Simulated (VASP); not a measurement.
Crystal: Ga2GeSe2.

```
CELL_PARAMETERS angstrom
3.85000 0.00000 0.00000
-1.92500 3.33420 0.00000
0.00000 0.00000 19.50000
ATOMIC_POSITIONS crystal
Ga 0.66667 0.33333 0.76800
Ga 0.66667 0.33333 0.64200
Ga 0.33333 0.66667 0.23200
Ga 0.33333 0.66667 0.35800
Ge 0.33333 0.66667 0.01800
Ge 0.66667 0.33333 0.98200
Se 0.00000 0.00000 0.58200
Se 0.00000 0.00000 0.82800
Se 0.00000 0.00000 0.17200
Se 0.00000 0.00000 0.41800
```

The cell was built by a generator and needn't be a form met in nature.

| Item | Value |
| --- | --- |
| Program | VASP 6.6.1 |
| Task | relaxation of cell and atoms |
| Functional | PBE |
| Potentials or basis | VASP PAW PBE potentials, release 64 (Ga_d, Ge_d, Se) |
| Cutoff | 520 eV |
| k mesh | 4 × 4 × 1 |
| Occupations | gaussian, width 0.15 eV |
| Spin | no spin polarisation |

At the start: pressure 2.4 GPa; volume 25.03 Å³/atom.

Q: How do energy, volume and symmetry change on relaxing?

A: Over 19 steps the energy falls by 36.2 meV/atom and the volume is 28.23 Å³/atom (+12.8 %); space group P-3m1 (No. 164, to 0.05 Å).

The path:
| step | energy change (eV) | largest force (eV/Å) | pressure (GPa) | volume (Å³) |
| --- | --- | --- | --- | --- |
| 1 | 0.0000 | 0.6124 | 2.36 | 250.31 |
| 2 | -0.1420 | 0.6018 | -0.35 | 263.91 |
| 3 | -0.1439 | 0.5982 | -0.74 | 264.71 |
| 4 | -0.1430 | 0.5932 | 0.18 | 264.30 |
| 5 | -0.1898 | 0.4179 | 0.15 | 265.15 |
| 6 | -0.2239 | 0.5713 | 0.60 | 266.63 |
| 7 | -0.2544 | 0.4230 | 0.59 | 269.07 |
| 8 | -0.2911 | 0.2113 | -0.71 | 276.47 |
| 9 | -0.3191 | 0.1576 | -0.21 | 275.95 |
| 10 | -0.3285 | 0.1492 | -0.02 | 275.68 |
| 11 | -0.3330 | 0.2182 | 0.50 | 275.11 |
| 12 | -0.3339 | 0.1590 | 0.30 | 275.32 |
| 13 | -0.3493 | 0.0767 | 0.63 | 277.17 |
| 14 | -0.3464 | 0.3985 | 0.21 | 281.82 |
| 15 | -0.3555 | 0.1689 | 0.37 | 279.46 |
| 16 | -0.3583 | 0.1512 | -0.43 | 284.41 |
| 17 | -0.3600 | 0.1150 | -0.16 | 282.32 |
| 18 | -0.3622 | 0.0843 | 0.05 | 282.28 |
| 19 | -0.3622 | 0.0700 | -0.08 | 282.29 |

Final structure:
```xyz
10
Lattice="3.9105 0.0000 0.0000 -1.9552 3.3866 0.0000 0.0000 0.0000 21.3158" Properties=species:S:1:pos:R:3 pbc="T T T"
Ga    1.9552    1.1289   16.3135
Ga    1.9552    1.1289   13.8342
Ga    0.0000    2.2577    5.0023
Ga    0.0000    2.2577    7.4816
Ge    0.0000    2.2577    0.3832
Ge    1.9552    1.1289   20.9326
Se    0.0000    0.0000   12.6987
Se    0.0000    0.0000   17.4491
Se    0.0000    0.0000    3.8667
Se    0.0000    0.0000    8.6171
```

Caveat: the k mesh is coarse (spacing up to 0.47 Å⁻¹), so the values aren't converged; this functional lacks dispersion, which binds the layers, so the pressure and a relaxed spacing across them are unreliable.
